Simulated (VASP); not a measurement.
The input files of a VASP run:

### KPOINTS
```
Automatic mesh
0
Gamma
11 11 11
0 0 0
```

POSCAR:
```
SiC
1.0
  0.0000000000   2.1235891577   2.1235891577
  2.1235891577   0.0000000000   2.1235891577
  2.1235891577   2.1235891577   0.0000000000
Si C
1 1
direct
  0.0000000000   0.0000000000   0.0000000000
  0.2500000000   0.2500000000   0.2500000000
```

**INCAR**
```
SYSTEM = SiC
PREC = Accurate
ENCUT = 620
EDIFF = 1E-6
NELM = 100
ALGO = Normal
LREAL = .FALSE.
LASPH = .TRUE.
ISMEAR = 0
SIGMA = 0.05
GGA = PS
LWAVE = .FALSE.
LCHARG = .FALSE.
IBRION = 2
ISIF = 3
NSW = 40
EDIFFG = -0.02
PSTRESS = 300
```

POTCAR, in this order: Si C (PBE.64 set). Program: vasp_std.

Problem. Write an equivalent input for Ansatz.

Solution. One equivalent input (not run):
Ansatz 0.2 input:
```yaml
crystal:
  lattice:
    - [0.0000000, 2.1235892, 2.1235892]
    - [2.1235892, 0.0000000, 2.1235892]
    - [2.1235892, 2.1235892, 0.0000000]
  atoms:
    - { symbol: Si, position: [0.0000000, 0.0000000, 0.0000000] }
    - { symbol: C, position: [0.2500000, 0.2500000, 0.2500000] }
kpoints:
  mp_grid: { grid: [11, 11, 11] }
hamiltonian:
  xc: pbesol
  pseudopotentials: { kind: paw }
scf:
  occupations: { method: gaussian, width: 0.05 }
  max_iter: 100
relax:
  max_steps: 40
  f_tol: 0.02
  cell: { p_target: 30 }
output: { forces: true, stress: true, eigenvalues: true }
```
Limits of the translation: each code has its own PAW files, so the cut-off isn't converted (ENCUT is set for VASP's; basis.ecutwfc is left out, and Ansatz then takes the one that its files recommend); Ansatz stops its SCF on the density residual and VASP on the energy change (EDIFF).

The compound is SiC in the zinc blende structure. This run relaxes it under an external pressure of 30 GPa. Symmetry was kept, so distortions that lower it aren't found.
